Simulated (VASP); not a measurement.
## GW-BSE spectrum of SiO2

Wanted: the lowest vertical excitons of SiO2 and its absorption. The cell has space group I-42d. The start is a cell from a database of measured crystal structures.

Calculated with VASP 6.6.1; LDA; plane waves and PAW (Si_GW, O_GW), in the first sound run; inputs show where later runs differ.

## 1. The starting structure

The structure is tetragonal, space group I-42d (No. 122). Conventional cell: a = 4.748 Å, b = 4.748 Å, c = 7.488 Å, α = 90.00°, β = 90.00°, γ = 90.00°. Nearest to Si lie 4 O at 1.62 Å. O has 2 Si at 1.62 Å nearest. Farther neighbours and most contacts between anions are not listed.

As a file:

```cif
data_structure
_symmetry_space_group_name_H-M 'P 1'
_symmetry_Int_Tables_number 1
_cell_length_a 5.0289
_cell_length_b 5.0289
_cell_length_c 5.0289
_cell_angle_alpha 123.661
_cell_angle_beta 123.661
_cell_angle_gamma 83.768
_cell_volume 84.41
loop_
_atom_site_label
_atom_site_type_symbol
_atom_site_fract_x
_atom_site_fract_y
_atom_site_fract_z
_atom_site_occupancy
Si1 Si 0.00000 0.00000 0.00000 1
Si2 Si 0.75000 0.25000 0.50000 1
O3 O 0.99838 0.62500 0.87338 1
O4 O 0.37500 0.24838 0.37338 1
O5 O 0.75162 0.12500 0.12662 1
O6 O 0.87500 0.00162 0.62662 1
```

## 2. Ground state

The orbitals come from a self-consistent LDA run with a tight EDIFF and a narrow smearing. KPOINTS_OPT adds the bands along a path, which shows whether the mesh holds the band edges.

The input, INCAR:

```
SYSTEM = SiO2
PREC = Accurate
ENCUT = 440
EDIFF = 1E-08
NELM = 100
ISMEAR = 0
SIGMA = 0.01
LREAL = .FALSE.
ALGO = Normal
GGA = CA
NBANDS = 22
LORBIT = 11
LWAVE = .TRUE.
LCHARG = .FALSE.
KPAR = 8
```

The input, POSCAR:

```
SiO2
1.0
   -2.3740500000      2.3740500000      3.7440000000
    2.3740500000     -2.3740500000      3.7440000000
    2.3740500000      2.3740500000     -3.7440000000
Si O
2 4
Direct
    0.0000000000      0.0000000000      0.0000000000
    0.7500000000      0.2500000000      0.5000000000
    0.9983800000      0.6250000000      0.8733800000
    0.3750000000      0.2483800000      0.3733800000
    0.7516200000      0.1250000000      0.1266200000
    0.8750000000      0.0016200000      0.6266200000
```

The input, KPOINTS:

```
Automatic mesh
0
Gamma
6 6 6
0 0 0
```

The input, KPOINTS_OPT:

```
Line mode
12
Line-mode
Reciprocal
  0.00000000   0.00000000   0.00000000 GAMMA
  0.50000000  -0.50000000   0.00000000 X

  0.50000000  -0.50000000   0.00000000 X
  0.50000000  -0.50000000   0.20103795 Y

  0.50000000  -0.50000000   0.20103795 Y
  0.35051897  -0.35051897   0.35051897 S

  0.35051897  -0.35051897   0.35051897 S
  0.00000000   0.00000000   0.00000000 GAMMA

  0.00000000   0.00000000   0.00000000 GAMMA
  0.50000000   0.50000000  -0.50000000 Z

  0.50000000   0.50000000  -0.50000000 Z
  0.64948103   0.35051897  -0.35051897 S1

  0.64948103   0.35051897  -0.35051897 S1
  0.50000000   0.00000000   0.00000000 N

  0.50000000   0.00000000   0.00000000 N
  0.75000000  -0.25000000  -0.25000000 P

  0.75000000  -0.25000000  -0.25000000 P
  0.79896205   0.20103795  -0.50000000 Y1

  0.79896205   0.20103795  -0.50000000 Y1
  0.50000000   0.50000000  -0.50000000 Z

  0.50000000  -0.50000000   0.00000000 X
  0.75000000  -0.25000000  -0.25000000 P
```

PAW data sets: Si_GW and O_GW (LDA family, release 64).

Command:

```console
mpirun -np 8 vasp_std
```

The log of the run:

```text
[banner, memory and clock lines left out]
running    8 mpi-ranks, on    1 nodes
 distrk:  each k-point on    1 cores,    8 groups
 distr:  one band on    1 cores,    1 groups

 POSCAR found type information on POSCAR SiO
 POSCAR found :  2 types and       6 ions
|                                                                             |
|           W    W    AA    RRRRR   N    N  II  N    N   GGGG   !!!           |
|           W    W   A  A   R    R  NN   N  II  NN   N  G    G  !!!           |
|           W    W  A    A  R    R  N N  N  II  N N  N  G       !!!           |
|           W WW W  AAAAAA  RRRRR   N  N N  II  N  N N  G  GGG   !            |
|           WW  WW  A    A  R   R   N   NN  II  N   NN  G    G                |
|           W    W  A    A  R    R  N    N  II  N    N   GGGG   !!!           |
|                                                                             |
|     For optimal performance we recommend to set                             |
|       NCORE = 2 up to number-of-cores-per-socket                            |
|     NCORE specifies how many cores store one orbital (NPAR=cpu/NCORE).      |
|     This setting can greatly improve the performance of VASP for DFT.       |
|     The default, NCORE=1 might be grossly inefficient on modern             |
|     multi-core architectures or massively parallel machines. Do your        |
|     Unfortunately you need to use the default for GW and RPA                |
|     calculations (for HF NCORE is supported but not extensively tested      |
|     yet).                                                                   |
|                                                                             |

 LDA part: xc-table for (Slater(with rela. corr.)+CA(PZ))
 , standard interpolation
 POSCAR, INCAR and KPOINTS ok, starting setup
 FFT: planning ... GRIDC
 FFT: planning ... GRID_SOFT
 FFT: planning ... GRID
 WAVECAR not read
 entering main loop
       N       E                     dE             d eps       ncg     rms          rms(c)
DAV:   1     0.242029037480E+03    0.24203E+03   -0.15579E+04  1544   0.129E+03
DAV:   2    -0.390215306247E+02   -0.28105E+03   -0.26355E+03  2036   0.490E+02
DAV:   3    -0.577600931919E+02   -0.18739E+02   -0.18569E+02  1832   0.115E+02
DAV:   4    -0.584615884557E+02   -0.70150E+00   -0.69974E+00  1976   0.285E+01
DAV:   5    -0.584840145657E+02   -0.22426E-01   -0.22420E-01  1912   0.432E+00    0.149E+01
DAV:   6    -0.521222702314E+02    0.63617E+01   -0.24583E+01  2168   0.515E+01    0.450E+00
DAV:   7    -0.519781982602E+02    0.14407E+00   -0.52269E-01  1702   0.528E+00    0.279E+00
DAV:   8    -0.518876533355E+02    0.90545E-01   -0.15188E-01  1696   0.605E+00    0.382E-01
DAV:   9    -0.518871224542E+02    0.53088E-03   -0.25620E-02  2360   0.177E+00    0.111E-01
DAV:  10    -0.518875565163E+02   -0.43406E-03   -0.12035E-03  2144   0.329E-01    0.349E-02
DAV:  11    -0.518875347880E+02    0.21728E-04   -0.15012E-04  2154   0.111E-01    0.122E-02
DAV:  12    -0.518875349468E+02   -0.15884E-06   -0.11998E-05  1816   0.334E-02    0.617E-03
DAV:  13    -0.518875351047E+02   -0.15787E-06   -0.23269E-06  2108   0.166E-02    0.201E-03
DAV:  14    -0.518875350812E+02    0.23536E-07   -0.13683E-07  1936   0.401E-03    0.971E-04
DAV:  15    -0.518875350619E+02    0.19308E-07   -0.10835E-07  2154   0.325E-03    0.141E-04
DAV:  16    -0.518875350624E+02   -0.57662E-09   -0.16917E-09  1176   0.375E-04
   1 F= -.51887535E+02 E0= -.51887535E+02  d E =-.697960E-14
 Start KPOINTS_OPT (optional k-point list driver)
k-point batch [1-30\132]
       N       E                     dE             ncg
DAV:   1     0.150608256137E+04   -0.19928E+05     1530
DAV:   2    -0.619558302013E+04   -0.77017E+04     2100
DAV:   3    -0.671155664557E+04   -0.51597E+03     1752
DAV:   4    -0.673690057363E+04   -0.25344E+02     2114
DAV:   5    -0.673758377394E+04   -0.68320E+00     1794
DAV:   6    -0.673763567513E+04   -0.51901E-01     2338
DAV:   7    -0.673763633152E+04   -0.65639E-03     1798
DAV:   8    -0.673763636359E+04   -0.32074E-04     2182
DAV:   9    -0.673763636431E+04   -0.71762E-06     1790
DAV:  10    -0.673763636435E+04   -0.41076E-07     1290
DAV:  11    -0.673763636436E+04   -0.88994E-08     1164
[...]
k-point batch [121-132\132]
       N       E                     dE             ncg
DAV:   1     0.160648969080E+05   -0.10522E+05      632
DAV:   2     0.130212559932E+05   -0.30436E+04      852
DAV:   3     0.128325437757E+05   -0.18871E+03      704
DAV:   4     0.128235453679E+05   -0.89984E+01      828
DAV:   5     0.128233061377E+05   -0.23923E+00      712
DAV:   6     0.128232883505E+05   -0.17787E-01      944
DAV:   7     0.128232880093E+05   -0.34121E-03      746
DAV:   8     0.128232879895E+05   -0.19748E-04      864
DAV:   9     0.128232879886E+05   -0.96503E-06      728
DAV:  10     0.128232879885E+05   -0.21117E-07      536
DAV:  11     0.128232879885E+05   -0.17080E-08      480
 writing wavefunctions
```

Wall time 38 s (8 MPI ranks of Intel Xeon Platinum 8488C (Sapphire Rapids), shared host); peak memory 1.9 GiB; 4.9 min of CPU time.

Lines that name or quote the potential files are left out of all logs, and their timing lines are given in words.

OUTCAR, selected parts (step 2):

```text
ion  position               nearest neighbor table
   1  0.000  0.000  0.000-   3 1.62   4 1.62   5 1.62   6 1.62   2 3.02   2 3.02   2 3.02   2 3.02

  LATTYP: Found a body centered tetragonal cell.
 ALAT       =     4.7481000000
 C/A-ratio  =     1.5770518734

 Subroutine GETGRP returns: Found  8 space group operations
 (whereof  4 operations were pure point group operations)

The static configuration has the point symmetry S_4 .
 The point group associated with its full space group is D_2d.

 Found     30 irreducible k-points:

   k-points           NKPTS =     30   k-points in BZ     NKDIM =     30   number of bands    NBANDS=     22

   dimension x,y,z NGX =    36 NGY =   36 NGZ =   36
   dimension x,y,z NGXF=    72 NGYF=   72 NGZF=   72

   ENCUT  =  440.0 eV  32.34 Ry    5.69 a.u.   8.60  8.60  8.60*2*pi/ulx,y,z

   NELECT =      32.0000    total number of electrons

 k-points in reciprocal lattice and weights: Automatic mesh
   0.00000000  0.00000000  0.00000000       0.005
   0.16666667  0.00000000  0.00000000       0.037
   0.33333333 -0.00000000  0.00000000       0.037
   0.50000000  0.00000000  0.00000000       0.019
   0.16666667  0.16666667  0.00000000       0.037
   0.33333333  0.16666667  0.00000000       0.074
   0.50000000  0.16666667  0.00000000       0.074
  -0.33333333  0.16666667 -0.00000000       0.074
  -0.16666667  0.16666667  0.00000000       0.019
[...]
-0.33333333 -0.33333333  0.33333333       0.009
   0.50000000  0.50000000  0.50000000       0.005

 average (electrostatic) potential at core
       1 -72.8486       2 -72.8486       3 -74.7070       4 -74.7070       5 -74.7070
       6 -74.7070

 E-fermi :  -0.4966

 k-point     1 :       0.0000    0.0000    0.0000
  band No.  band energies     occupation
    ...
     12      -1.9186      2.00000
     13      -1.8854      2.00000
     14      -1.5659      2.00000
     15      -0.5443      2.00000
     16      -0.5443      2.00000
     17       5.2782      0.00000
     18       7.8794      0.00000
     19      10.5267      0.00000
     20      10.5296      0.00000
     21      10.6179      0.00000
    ...

 k-point     2 :       0.1667    0.0000    0.0000
  band No.  band energies     occupation
    ...
     12      -1.9292      2.00000
     13      -1.8825      2.00000
     14      -1.4784      2.00000
     15      -0.5892      2.00000
     16      -0.5806      2.00000
     17       5.7339      0.00000
     18       8.1568      0.00000
     19       9.7589      0.00000
     20      10.1752      0.00000
     21      10.6431      0.00000
    ...

 k-point     3 :       0.3333   -0.0000    0.0000
  band No.  band energies     occupation
    ...
     12      -1.9813      2.00000
     13      -1.8569      2.00000
     14      -1.3306      2.00000
     15      -0.7069      2.00000
     16      -0.6820      2.00000
     17       6.7777      0.00000
     18       8.8152      0.00000
     19       9.0087      0.00000
     20       9.7316      0.00000
     21      10.3813      0.00000
    ...

  Total       -2.3694833     -2.3694833     -3.3754868      0.0000000      0.0000000      0.0000000
  in kB      -44.9768125    -44.9768125    -64.0724670      0.0000000      0.0000000      0.0000000
  external PRESSURE =     -51.3420307 kB  Pullay stress =       0.0000000 kB

  energy-cutoff  :      440.00
  volume of cell :       84.41
      direct lattice vectors                 reciprocal lattice vectors
    -2.374050000  2.374050000  3.744000000     0.000000000  0.210610560  0.133547009
     2.374050000 -2.374050000  3.744000000     0.210610560  0.000000000  0.133547009
     2.374050000  2.374050000 -3.744000000     0.210610560  0.210610560  0.000000000

 POSITION                                       TOTAL-FORCE (eV/Angst)
 -----------------------------------------------------------------------------------
      0.00000      0.00000      0.00000        -0.000000     -0.000000      0.000000
      0.00000      2.37405      1.87200         0.000000     -0.000000      0.000000
      1.18702      2.95987      2.80800         0.000000     -0.253364      0.000000
      0.58582      1.18702      0.93600        -0.253364     -0.000000      0.000000
     -1.18702      1.78823      2.80800         0.000000      0.253364      0.000000
     -0.58582      3.56107      0.93600         0.253364     -0.000000      0.000000
 -----------------------------------------------------------------------------------
    total drift:                                0.000003      0.000003      0.000004

  FREE ENERGIE OF THE ION-ELECTRON SYSTEM (eV)
  ---------------------------------------------------
  free  energy   TOTEN  =       -51.8875350624 eV

  energy  without entropy=      -51.8875350624  energy(sigma->0) =      -51.88753506

 total charge
# of ion       s       p       d       tot
------------------------------------------
    1        0.623   0.972   0.512   2.107
    2        0.623   0.972   0.512   2.107
    3        1.514   3.621   0.000   5.135
    4        1.514   3.621   0.000   5.135
    5        1.514   3.621   0.000   5.135
    6        1.514   3.621   0.000   5.135
--------------------------------------------------
tot          7.302  16.428   1.024  24.753

[... 3 further parts left out ...]
```

Numbers from this step:

| Item | Value |
| --- | --- |
| free energy (TOTEN) | -51.8875 eV |
| Fermi energy | -0.4966 eV |
| pressure | -5.134 GPa |
| least gap on mesh and path | 5.822 eV |
| least direct gap on mesh and path | 5.822 eV |

The highest empty bands on the path are converged less tightly, to about 0.1 eV. Electronic bands along the path, in eV, zero at the valence-band top; v1 is the highest filled band, c1 the lowest empty one:

```csv
point,v4,v3,v2,v1,c1,c2,c3,c4
Γ,-1.34,-1.02,0.00,0.00,5.82,8.42,11.07,11.08
0.55 of the way,-1.26,-0.72,-0.12,-0.11,7.33,9.42,9.86,10.41
X,-0.75,-0.75,-0.23,-0.23,9.24,9.24,9.92,9.92
0.55 of the way,-0.76,-0.76,-0.27,-0.27,9.23,9.23,9.98,9.98
Y,-0.87,-0.87,-0.29,-0.29,9.23,9.23,9.76,9.76
0.55 of the way,-1.06,-0.99,-0.37,-0.17,8.94,9.16,9.51,9.70
S,-1.17,-1.01,-0.40,-0.14,8.83,9.08,9.43,9.74
0.45 of the way,-1.10,-0.84,-0.24,-0.11,7.26,9.32,9.84,10.71
Γ,-1.34,-1.02,0.00,0.00,5.82,8.42,11.07,11.09
0.55 of the way,-1.65,-1.07,-0.08,-0.08,7.13,8.91,9.84,9.84
Z,-1.50,-1.50,-0.11,-0.11,8.79,8.79,9.46,9.46
0.45 of the way,-1.51,-1.34,-0.17,-0.12,8.85,8.93,9.33,9.51
S1,-1.17,-1.01,-0.40,-0.14,8.83,9.08,9.43,9.74
0.45 of the way,-1.06,-0.77,-0.47,-0.15,8.47,9.01,9.62,10.01
N,-1.28,-0.68,-0.28,-0.18,8.21,8.95,9.77,9.98
0.45 of the way,-1.17,-0.79,-0.33,-0.15,8.54,9.13,9.81,9.82
P,-0.81,-0.81,-0.29,-0.29,9.22,9.22,9.69,9.69
0.55 of the way,-0.85,-0.75,-0.37,-0.19,9.22,9.26,9.61,9.93
Y1,-0.87,-0.87,-0.29,-0.29,9.23,9.23,9.76,9.76
0.45 of the way,-1.23,-1.23,-0.19,-0.19,9.06,9.06,9.40,9.40
Z,-1.50,-1.50,-0.11,-0.11,8.79,8.79,9.46,9.46
jump to X,-0.75,-0.75,-0.23,-0.23,9.24,9.24,9.92,9.92
0.45 of the way,-0.77,-0.77,-0.26,-0.26,9.23,9.23,9.80,9.80
P,-0.81,-0.81,-0.29,-0.29,9.22,9.22,9.69,9.69
```

Of the projections kept (Si, O), the largest for each band there; the rest of the weight can lie on other orbitals:

```csv
point,v4,v3,v2,v1,c1,c2,c3,c4
Γ,O 0.89,O 0.90,O 0.98,O 0.98,O 0.71,Si 0.81,Si 0.69,Si 0.68
X,O 0.94,O 0.94,O 0.95,O 0.95,O 0.64,O 0.64,Si 0.72,Si 0.72
Y,O 0.92,O 0.92,O 0.96,O 0.96,O 0.53,O 0.53,O 0.63,O 0.63
S,O 0.92,O 0.91,O 0.95,O 0.97,O 0.60,Si 0.51,O 0.77,O 0.65
Γ,O 0.89,O 0.90,O 0.98,O 0.98,O 0.71,Si 0.81,Si 0.69,Si 0.67
Z,O 0.90,O 0.90,O 0.96,O 0.96,O 0.74,O 0.74,O 0.51,O 0.51
```

The cell has a gap of 5.82 eV on mesh and path and a pressure of -5.1 GPa, which holds the misfit of the given cell and coordinates with this functional, and any error of cutoff, mesh and data sets. Forces of up to 0.25 eV/Å remain in these settings.

## 3. Empty bands

The next step needs empty bands that the ground-state run didn't converge, so the Hamiltonian is diagonalised exactly for NBANDS bands, in a single step. LOPTICS writes the k-derivatives of the orbitals (WAVEDER), which give the long-wavelength limit of the screening.

The input, INCAR:

```
SYSTEM = SiO2
PREC = Accurate
ENCUT = 440
ISMEAR = 0
SIGMA = 0.01
LREAL = .FALSE.
GGA = CA
NBANDS = 192
ALGO = Exact
NELM = 1
LWAVE = .TRUE.
LCHARG = .FALSE.
LOPTICS = .TRUE.
NEDOS = 1000
CSHIFT = 0.1
```

POSCAR is that of step 2.

KPOINTS is that of step 2.

Command:

```console
mpirun -np 8 vasp_std
```

The log of the run:

```text
[banner, memory and clock lines left out]
running    8 mpi-ranks, on    1 nodes
 distrk:  each k-point on    8 cores,    1 groups
 distr:  one band on    1 cores,    8 groups

 POSCAR found type information on POSCAR SiO
 POSCAR found :  2 types and       6 ions
 [... a notice as in an earlier step ...]

 LDA part: xc-table for (Slater(with rela. corr.)+CA(PZ))
 , standard interpolation
 found WAVECAR, reading the header
  number of bands has changed, file:    22 present:   192
  trying to continue reading WAVECAR, but it might fail
 POSCAR, INCAR and KPOINTS ok, starting setup
 FFT: planning ... GRIDC
 FFT: planning ... GRID_SOFT
 FFT: planning ... GRID
 reading WAVECAR
 random initialization beyond band           22
 the WAVECAR file was read successfully
 initial charge from wavefunction
 entering main loop
       N       E                     dE             d eps       ncg     rms          rms(c)
DIA:   1    -0.518875350629E+02   -0.51888E+02    0.00000E+00     0   0.000E+00
   1 F= -.51887535E+02 E0= -.51887535E+02  d E =-.156506E-69
 writing wavefunctions
 optical routines
 imaginary and real dielectric function
 recalculating local potential from charge density
 direction            1
 direction            2
 direction            3
```

It took 68 s on 8 MPI ranks; peak memory 3.4 GiB; 8.9 min of CPU time.

From OUTCAR (step 3):

```text
 Found     30 irreducible k-points:

   k-points           NKPTS =     30   k-points in BZ     NKDIM =     30   number of bands    NBANDS=    192

   NELECT =      32.0000    total number of electrons

 E-fermi :  -0.4215

 k-point     1 :       0.0000    0.0000    0.0000
  band No.  band energies     occupation
    ...
     12      -1.9187      2.00000
     13      -1.8854      2.00000
     14      -1.5659      2.00000
     15      -0.5443      2.00000
     16      -0.5443      2.00000
     17       5.2782      0.00000
     18       7.8794      0.00000
     19      10.5267      0.00000
     20      10.5267      0.00000
     21      10.6171      0.00000
    ...

 k-point     2 :       0.1667    0.0000    0.0000
  band No.  band energies     occupation
    ...
     12      -1.9292      2.00000
     13      -1.8825      2.00000
     14      -1.4784      2.00000
     15      -0.5892      2.00000
     16      -0.5806      2.00000
     17       5.7338      0.00000
     18       8.1568      0.00000
     19       9.7589      0.00000
     20      10.1752      0.00000
     21      10.6431      0.00000
    ...

  Total       -2.3690528     -2.3690528     -3.3750455      0.0000000      0.0000000      0.0000000
  in kB      -44.9686413    -44.9686413    -64.0640902      0.0000000      0.0000000      0.0000000
  external PRESSURE =     -51.3337909 kB  Pullay stress =       0.0000000 kB

 POSITION                                       TOTAL-FORCE (eV/Angst)
 -----------------------------------------------------------------------------------
      0.00000      0.00000      0.00000        -0.000000      0.000000     -0.000000
      0.00000      2.37405      1.87200        -0.000000     -0.000000     -0.000000
      1.18702      2.95987      2.80800         0.000000     -0.253367      0.000000
      0.58582      1.18702      0.93600        -0.253367      0.000000      0.000000
     -1.18702      1.78823      2.80800         0.000000      0.253367      0.000000
     -0.58582      3.56107      0.93600         0.253367      0.000000      0.000000
 -----------------------------------------------------------------------------------
    total drift:                                0.000003      0.000003      0.000004

  FREE ENERGIE OF THE ION-ELECTRON SYSTEM (eV)
  ---------------------------------------------------
  free  energy   TOTEN  =       -51.8875350629 eV

  energy  without entropy=      -51.8875350629  energy(sigma->0) =      -51.88753506

 plasma frequency squared (from intraband transitions) (eV^2)
  --------------------------------------------------------------------------------------
       0.000       0.000       0.000
       0.000       0.000       0.000
       0.000       0.000       0.000

[... 10 parts as in an earlier step ...]

[... 3 further parts left out ...]
```

The gap is read on the k-mesh alone, so it is an upper bound where the band edges lie off the mesh.

This step gave:

```yaml
gap_on_the_k_mesh: 5.822 eV
least_direct_gap_on_the_k_mesh: 5.822 eV
```

WAVECAR now holds 192 bands for 32 electrons. Its independent-particle dielectric tensor has xx, yy, zz = 2.5, 2.5, 2.5 on this mesh, which isn't tested for convergence in mesh or bands and lacks local fields.

[end of part 1 of 3]

[Lines on the potential files, build, host, timing and source positions are cut from VASP's logs without a mark.]

[Logs are printed without paths, hosts, clocks, repeated set-up lines and the standing remarks that a program may print on its own settings, such as how far it seeks lower states.]

[Hosts, paths, dates, database ids (printed as entryN), source tags and the programs' standing remarks are cut or masked in the printed files.]

[Pressures printed for these runs are not shown converged in the cutoff: they can be off by several GPa and have the wrong sign.]
